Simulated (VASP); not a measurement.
The input files of a VASP run:

INCAR:
```
ALGO=Normal
EDIFF=1E-6
ENCUT=300
ISIF=2
ISMEAR=0
LASPH=T
LCHARG=F
LMAXMIX=6
LREAL=F
LWAVE=F
NELM=100
PREC=Accurate
SIGMA=0.01
SYSTEM=WSe2
```

POSCAR:
```
WSe2
1
    3.3166100000     0.0000000000     0.0000000000
   -1.6583050000     2.8722690000     0.0000000000
    0.0000000000     0.0000000000    13.7234530000
W Se
2 4
Direct
  0.6666670000   0.3333330000   0.7500000000
  0.3333330000   0.6666670000   0.2500000000
  0.3333330000   0.6666670000   0.8710000000
  0.6666670000   0.3333330000   0.1290000000
  0.6666670000   0.3333330000   0.3710000000
  0.3333330000   0.6666670000   0.6290000000
```

**KPOINTS**
```
Automatic mesh
0
Gamma
9 9 2
0 0 0
```

POTCAR, in this order: W_sv Se (LDA.64 set). Program: vasp_std.

Question: Translate this LDA calculation to Ansatz.

Answer: One equivalent input (not run):
Ansatz 0.2 input:
```yaml
crystal:
  lattice:
    - [3.3166100, 0.0000000, 0.0000000]
    - [-1.6583050, 2.8722690, 0.0000000]
    - [0.0000000, 0.0000000, 13.7234530]
  atoms:
    - { symbol: W, position: [0.6666670, 0.3333330, 0.7500000] }
    - { symbol: W, position: [0.3333330, 0.6666670, 0.2500000] }
    - { symbol: Se, position: [0.3333330, 0.6666670, 0.8710000] }
    - { symbol: Se, position: [0.6666670, 0.3333330, 0.1290000] }
    - { symbol: Se, position: [0.6666670, 0.3333330, 0.3710000] }
    - { symbol: Se, position: [0.3333330, 0.6666670, 0.6290000] }
kpoints:
  mp_grid: { grid: [9, 9, 2] }
hamiltonian:
  xc: lda
  pseudopotentials: { kind: paw }
scf:
  occupations: { method: gaussian, width: 0.01 }
  max_iter: 100
output: { forces: true, stress: true, eigenvalues: true }
```
The two are equivalent in intent, not identical: each code has its own PAW files, so the cut-off isn't converted (ENCUT is set for VASP's; basis.ecutwfc is left out, and Ansatz then takes the one that its files recommend); Ansatz stops its SCF on the density residual and VASP on the energy change (EDIFF); Ansatz's lda is the Perdew-Wang form, while the LDA potentials of VASP carry Perdew-Zunger's.

The structure comes from a computed database's WSe2 entry; how it stands against other phases isn't given here. The cell was not relaxed at this level.
